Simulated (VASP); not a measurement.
Crystal: CuI.

```
Cu I
1.0
     0.00000    3.03150    3.03150
     3.03150    0.00000    3.03150
     3.03150    3.03150    0.00000
Cu I
1 1
Cartesian
  4.5473 4.5473 4.5473
  0.0000 0.0000 0.0000
```

Base run:

| Item | Value |
| --- | --- |
| Program | VASP 6.6.1 |
| Functional | r2SCAN |
| Potentials or basis | VASP PAW PBE potentials, release 64 (Cu, I) |
| Cutoff | 520 eV |
| k mesh | 8 × 8 × 8 |
| Occupations | fermi-dirac, width 0.05 eV |
| Spin | no spin polarisation |

Its results: band gap on the k mesh 1.62 eV, direct.

Question: The run is repeated on the same cell with these changes: functional from r2SCAN to TB-mBJ. What comes out?

Answer: Band gap on the k mesh 2.19 eV, direct.

Caveats: spin-orbit coupling is left out, which moves the levels of the heavy elements.

A k mesh can miss the band edges.

Not every run made on this cell is shown here.
